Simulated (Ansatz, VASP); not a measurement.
# Cross-check of MoS2 between VASP and Ansatz, part 2 of 2

Aim: how closely do two programs agree when they are given the same cell, functional and k mesh?  The cell comes out of the VASP series on this material, whose earlier steps may have relaxed, scaled or displaced it; both programs get it as it stands.

VASP 6.6.1 and Ansatz 0.2.0.

So far: The starting structure; Ansatz: band structure, PBE; VASP: band structure, PBE; Differences.

## 5. VASP: dielectric response, PBE

Level of this step: PBE, no spin polarisation; plane waves and PAW (Mo_sv, S) (VASP).

The response to a field tests empty states and converges slowly with the mesh.

Contents of INCAR:

```
SYSTEM = MoS2
PREC = Accurate
ENCUT = 400
EDIFF = 1E-08
NELM = 100
ISMEAR = 0
SIGMA = 0.01
LREAL = .FALSE.
ALGO = Normal
GGA = PE
NBANDS = 32
LORBIT = 11
LWAVE = .FALSE.
LCHARG = .FALSE.
KPAR = 4
LEPSILON = .TRUE.
```

Contents of POSCAR:

```
MoS2
1.0
    3.1830027894      0.0000000000      0.0000000000
   -1.5915013947      2.7565612759      0.0000000000
    0.0000000000      0.0000000000     13.5252523405
Mo S
2 4
Direct
    0.3333333333      0.6666666667      0.2500000000
    0.6666666667      0.3333333333      0.7500000000
    0.3333333333      0.6666666667      0.6345095549
    0.6666666667      0.3333333333      0.1345095549
    0.3333333333      0.6666666667      0.8654904451
    0.6666666667      0.3333333333      0.3654904451
```

Contents of KPOINTS:

```
Automatic mesh
0
Gamma
8 8 2
0 0 0
```

The projector-augmented-wave data sets are Mo_sv and S (PBE family, release 64).

Launch:

```bash
> mpirun -np 4 vasp_std
```

Numbers of over 12 decimals in the logs are rounded to 6 here.

What it wrote:

```text
[... set-up lines as in an earlier step ...]
 entering main loop
       N       E                     dE             d eps       ncg     rms          rms(c)
DAV:   1     0.378812184934E+03    0.37881E+03   -0.26141E+04  1472   0.124E+03
DAV:   2    -0.267464986054E+02   -0.40556E+03   -0.39624E+03  1616   0.346E+02
DAV:   3    -0.462982746028E+02   -0.19552E+02   -0.19388E+02  1688   0.682E+01
DAV:   4    -0.467121807767E+02   -0.41391E+00   -0.41304E+00  1576   0.101E+01
[...]
DAV:  17    -0.436858218849E+02   -0.73817E-07   -0.52423E-08  1400   0.127E-03    0.305E-04
DAV:  18    -0.436858218697E+02    0.15136E-07   -0.19673E-09  1040   0.242E-04    0.122E-04
DAV:  19    -0.436858218716E+02   -0.18199E-08   -0.53253E-10   944   0.127E-04
   1 F= -.43685822E+02 E0= -.43685822E+02  d E =-.162356-110
 Linear response reoptimize wavefunctions to high precision
DAV:   1    -0.436858218714E+02    0.18463E-09   -0.11050E-10   976   0.559E-05
DAV:   2    -0.436858218714E+02   -0.56389E-10   -0.22269E-11   912   0.249E-05
 Linear response G [H, r] |phi>, progress :
  Direction:   1
[...]
RMM:  14    -0.454281966283E+01   -0.23486E-05   -0.28761E-06  3736   0.187E-04    0.154E-05
RMM:  15    -0.454281881816E+01    0.84466E-06    0.34406E-06  2496   0.145E-04    0.620E-06
 change of polarisation eV/A/(eV/A) component  2 :    -0.184     8.486    -0.000
 dielectric tensor                  component  2 :    -0.281    13.939    -0.000
 Linear response to external field, progress :
  Direction:   3
       N       E                     dE             d eps       ncg     rms          rms(c)
RMM:   1    -0.222825797829E+01   -0.22283E+01   -0.10242E+01  2711   0.689E+00
RMM:   2    -0.234890717980E+01   -0.12065E+00   -0.10931E-01  2070   0.114E+00    0.463E+00
RMM:   3    -0.124588252627E+01    0.11030E+01   -0.55262E+00  2163   0.535E+00    0.141E+00
RMM:   4    -0.114541456627E+01    0.10047E+00   -0.41791E-01  2202   0.155E+00    0.831E-01
[...]
RMM:  16    -0.118638383185E+01    0.21261E-05   -0.99053E-07  1990   0.169E-04    0.624E-05
RMM:  17    -0.118638348182E+01    0.35002E-06    0.63084E-06  1263   0.125E-04    0.144E-05
RMM:  18    -0.118638382926E+01   -0.34744E-06   -0.17344E-07   968   0.118E-04    0.586E-06
 change of polarisation eV/A/(eV/A) component  3 :     0.000    -0.000     2.192
 dielectric tensor                  component  3 :     0.000    -0.000     4.342
 Born effective charges drift removed
```

OUTCAR, selected parts (step 5):

```text
  Total       -0.0374045     -0.0374045      0.0476701      0.0000000      0.0000000      0.0000000
  in kB       -0.5049925     -0.5049925      0.6435856      0.0000000      0.0000000      0.0000000
  external PRESSURE =      -0.1221331 kB  Pullay stress =       0.0000000 kB

 POSITION                                       TOTAL-FORCE (eV/Angst)
 -----------------------------------------------------------------------------------
     -0.00000      1.83771      3.38131         0.000000     -0.000000      0.000000
      1.59150      0.91885     10.14394        -0.000000      0.000000      0.000000
     -0.00000      1.83771      8.58190        -0.000000      0.000000      0.001987
      1.59150      0.91885      1.81928         0.000000     -0.000000      0.001987
     -0.00000      1.83771     11.70598        -0.000000      0.000000     -0.001987
      1.59150      0.91885      4.94335         0.000000      0.000000     -0.001987
 -----------------------------------------------------------------------------------
    total drift:                               -0.000000      0.000000     -0.000000

 MACROSCOPIC STATIC DIELECTRIC TENSOR (including local field effects in DFT)
 ------------------------------------------------------
          13.939073    -0.000000    -0.000000
          -0.000000    13.939073     0.000000
          -0.000000     0.000000     4.341785
 ------------------------------------------------------

[... 1 part as in an earlier step ...]

[... 1 further part left out ...]
```

## 6. Ansatz: dielectric response, PBE

The same cell, functional and mesh now go to Ansatz, which takes its cutoff from its data sets.

The cell comes out of the VASP series on this material, whose earlier steps may have relaxed, scaled or displaced it; both programs get it as it stands.

Contents of input.yaml:

```yaml
crystal:
  lattice:
    - [3.1830027894, 0.0, 0.0]
    - [-1.5915013947, 2.7565612759, 0.0]
    - [0.0, 0.0, 13.5252523405]
  atoms:
    - { symbol: Mo, position: [0.3333333333, 0.6666666667, 0.25] }
    - { symbol: Mo, position: [0.6666666667, 0.3333333333, 0.75] }
    - { symbol: S, position: [0.3333333333, 0.6666666667, 0.6345095549] }
    - { symbol: S, position: [0.6666666667, 0.3333333333, 0.1345095549] }
    - { symbol: S, position: [0.3333333333, 0.6666666667, 0.8654904451] }
    - { symbol: S, position: [0.6666666667, 0.3333333333, 0.3654904451] }
hamiltonian:
  xc: pbe
  pseudopotentials: { kind: paw }
kpoints:
  mp_grid: { grid: [8, 8, 2] }
scf:
  occupations: { method: fixed }
dielectric:
  method: response
```

Launch:

```bash
> ansatz run input.yaml --threads 4 --pin off --max-ram 9216MiB --backend cpu --events-out ev --progress --plain --runs-dir out
```

What it wrote:

```text
[...]
Crystal: 6 atoms, lattice volume = 118.672 Å³
Basis set: ecut = 420 eV, 2361 PW (Γ), exchange–correlation on 48×48×192 points (8 copies of the dense FFT grid, shifted against one another)
Bands: 32, of which v1, the nominal top of the filled ones, is band 26 counted from 1 (25 counted from 0)
Symmetry: 24 space group operations
k-points: 42 of 128 (irreducible under 2 space group operations, time reversal used)
[...]
site 2:
[...]
site 3:
[...]
site 4:
[...]
-0.00000    0.00000    0.17755
    site 5:
         0.49841   -0.00000   -0.00000
        -0.00000    0.49841   -0.00000
        -0.00000   -0.00000    0.17755
  Z* charge neutrality: 9.763e-3 e pre-enforcement
  solved inside a basis spanned on kpoints, on 8×8×2 k-points, its susceptibility summed on 16×16×4: ε∞ is read to err by 6.8e-2, Z* by 1.8e-2 e (field_mesh: kpoints solves on kpoints); Z* is corrected for what the basis lacks
[key lines of the parts left out:]
SCF converged after 9 iterations
Free energy (F): -13525.630763 eV
Fermi energy:    9.055851 eV
```

Run time: 49 s. Hardware: 4 threads of Arm Neoverse V1, shared host; peak memory 1 GiB.

## 7. Comparison

What differs besides the data sets and the points named for the pairs above, as far as they apply: VASP's response is taken on the typed mesh, Ansatz refines its own for the field response alone. Total energies have different zeros and are not compared.

Compared:

| quantity | Ansatz | VASP | difference |
| --- | --- | --- | --- |
| ε∞ xx | 13.95 | 13.94 | +0.07 % |
| ε∞ yy | 13.95 | 13.94 | +0.07 % |
| ε∞ zz | 4.34 | 4.34 | -0.12 % |
| Born charge of Mo1 (mean of the diagonal) (e) | -0.78 | -0.75 | -0.03 |
| Born charge of S3 (mean of the diagonal) (e) | 0.39 | 0.38 | +0.02 |

## 8. Outcome

| Item | Value |
| --- | --- |
| difference in gap over the path points (band structure, PBE) | -0.011 eV |
| difference in ε∞ zz (dielectric response, PBE) | -0.12 % |

What this shows: The difference in gap over the path points is -0.011 eV (band structure, PBE), within the 0.08 eV picked in this series as the mark of a large difference. Differences of this kind measure data sets and numerical settings, not the functional's error against experiment.

[Lines on the potential files, build, host, timing and source positions are cut from VASP's logs without a mark.]

[Logs are printed without paths, hosts, clocks, repeated set-up lines and the standing remarks that a program may print on its own settings, such as how far it seeks lower states.]

[Hosts, paths, dates, database ids (printed as entryN), source tags and the programs' standing remarks are cut or masked in the printed files.]
